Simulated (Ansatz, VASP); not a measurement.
Two plane-wave programs on SnTeCl2

INCAR

```
SYSTEM = SnTeCl2
PREC     = Accurate       ! precision mode
ENCUT    = 600            ! plane-wave cutoff, eV
EDIFF    = 1E-7           ! SCF threshold, eV
ISMEAR   = 0              ! smearing method
SIGMA    = 0.1            ! smearing width, eV
LREAL    = .False.        ! projectors in reciprocal space
LASPH    = .True.         ! aspherical terms in the spheres
NELM     = 100            ! most SCF steps
ALGO     = Normal         ! electronic algorithm
ISIF     = 3              ! what is computed and relaxed
LWAVE    = .False.        ! write WAVECAR
LCHARG   = .False.        ! write CHGCAR
GGA      = PE             ! functional
IBRION   = 2              ! ionic algorithm
NSW      = 100            ! ionic steps
EDIFFG   = -0.01          ! ionic threshold
```

The input KPOINTS:

```
Automatic mesh
0
Gamma
  12 12 6
  0 0 0
```

Contents of POSCAR:

```
SnTeCl2
1.0
    4.3130671434      0.0000000000      0.0000000000
    0.0000000000      4.3130671434      0.0000000000
    0.0000000000      0.0000000000      7.8057476706
Sn Te Cl
1 1 2
Direct
    0.0000000000      0.0000000000      0.0000000000
    0.5000000000      0.5000000000      0.0000000000
    0.0000000000      0.0000000000      0.3121442992
    0.0000000000      0.0000000000      0.6878557008
```

Input for Ansatz:

```yaml
crystal:
  lattice:
    - [4.3130671434, 0.0, 0.0]
    - [0.0, 4.3130671434, 0.0]
    - [0.0, 0.0, 7.8057476706]
  atoms:
    - { symbol: Sn, position: [0.0, 0.0, 0.0] }
    - { symbol: Te, position: [0.5, 0.5, 0.0] }
    - { symbol: Cl, position: [0.0, 0.0, 0.3121442992] }
    - { symbol: Cl, position: [0.0, 0.0, 0.6878557008] }
basis:
  ecutwfc: 420
kpoints:
  mp_grid: { grid: [12, 12, 6] }
hamiltonian:
  xc: pbe
scf:
  occupations: { method: gaussian, width: 0.1 }
output:
  forces: true
  stress: true
  eigenvalues: true
relax:
  adjacent_minimum: "off"
  f_tol: 0.01
  max_steps: 80
  cell: { stress_tol: 0.05 }
```

Alike in both runs: task relaxation of cell and atoms; functional PBE; k mesh 12 × 12 × 6; occupations gaussian, width 0.1 eV; no spin polarisation.

```csv
,VASP,Ansatz
version,VASP 6.6.1,Ansatz 0.2.0
potentials or method,"VASP PAW PBE potentials, release 64 (Sn_d, Te, Cl)","scalar-relativistic, plane waves, PAW"
plane-wave cutoff (eV),600,420
valence electrons in the cell,34,44
```

```csv
,VASP,Ansatz,Ansatz less VASP
"gap on the k mesh at the Fermi level, each at its own relaxed structure (eV)",none,none,-
relaxed volume (Å³/atom),37.19,37.19,-0.003
relaxed cell length with the largest relative difference (Å),8.014,8.007,-0.0063
energy change over the relaxation (meV/atom),-2,-2,0.0
```

A gap of «none» marks a metal or a gap that the smearing closes. The two sets of potentials don't hold the same shells in valence.

Caveats: this functional lacks dispersion, which binds the layers, so the pressure and a relaxed spacing across them are unreliable. The runs have no spin-orbit coupling, so splittings on Te are missing.
